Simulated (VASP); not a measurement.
Given:

```
SnO
1.0
    4.00806     0.00000     0.00000
    0.00000     4.00806     0.00000
    0.00000     0.00000     5.47538
Sn O
2 2
Direct
  0.50000   0.00000   0.78337
  0.00000   0.50000   0.21663
  0.50000   0.50000   0.00000
  0.00000   0.00000   0.00000
```

Calculation: vdW-DF2, VASP's PBE PAW potentials (set 64) (plane waves; VASP). Numerical set-up: 520 eV cut-off, 6×6×4 Γ-centred mesh, Gaussian smearing of 0.050 eV, potentials Sn_d O.

Task: The ions and cell shape at fixed volume are relaxed. Give the cell that the relaxation ends in.

Result: 
```
SnO
1.0
    3.96715     0.00000     0.00000
    0.00000     3.96715     0.00000
    0.00000     0.00000     5.58890
Sn O
2 2
Direct
  0.50000   0.00000   0.78891
  0.00000   0.50000   0.21109
  0.50000   0.50000   0.00000
  0.00000   0.00000   0.00000
```
Space group P4/nmm (129), at a tolerance of 0.03 Å.

Task: How much energy does the relaxation gain?

Result: The energy (σ→0) changes by -3.4 meV/atom, in 5 ionic steps.

| step | E(σ→0) (eV) | max force (eV/Å) | pressure (GPa) | volume (Å³) |
|---|---|---|---|---|
| 1 | -12.8794 | 0.320 | -1.93 | 87.96 |
| 2 | -12.8872 | 0.109 | -1.26 | 87.96 |
| 3 | -12.8889 | 0.046 | -0.77 | 87.96 |
| 4 | -12.8913 | 0.029 | -0.63 | 87.96 |
| 5 | -12.8929 | 0.004 | -0.38 | 87.96 |

The compound is SnO in the litharge structure. This cell is one point of a volume scan, at 1.03 of the reference volume. Symmetry was kept, so distortions that lower it aren't found.
